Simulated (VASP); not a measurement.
```
CELL_PARAMETERS angstrom
      4.14741     0.00000     0.00000
      0.00000     4.14741     0.00000
      0.00000     0.00000     4.14741
ATOMIC_POSITIONS crystal
  Cs 0.00000 0.00000 0.00000
  Br 0.50000 0.50000 0.50000
```

Computed with LDA (Ceperley-Alder, Perdew-Zunger), VASP's LDA PAW potentials (set 64) (plane waves; VASP 6.6.1). Run with 520 eV cut-off, 7×7×7 Γ-centred mesh, tetrahedra with Blöchl corrections, potentials Cs_sv Br.

Unless said otherwise, spin-orbit coupling is left out, though it shifts the bands of the heavy elements here.

Problem. What does the run give for the energy per atom (σ→0), band gap (on the k-mesh) with the smallest direct gap where there is one?

Solution. 
```json
{
  "band gap (on the k-mesh)": "4.51 eV",
  "smallest direct gap (on the k-mesh)": "4.51 eV",
  "energy per atom (σ→0)": "-3397 meV/atom"
}
```

Only differences to runs with the same potentials and settings are physical.

The compound is CsBr in the CsCl type structure. It was relaxed first, which changed the volume by -10 %.
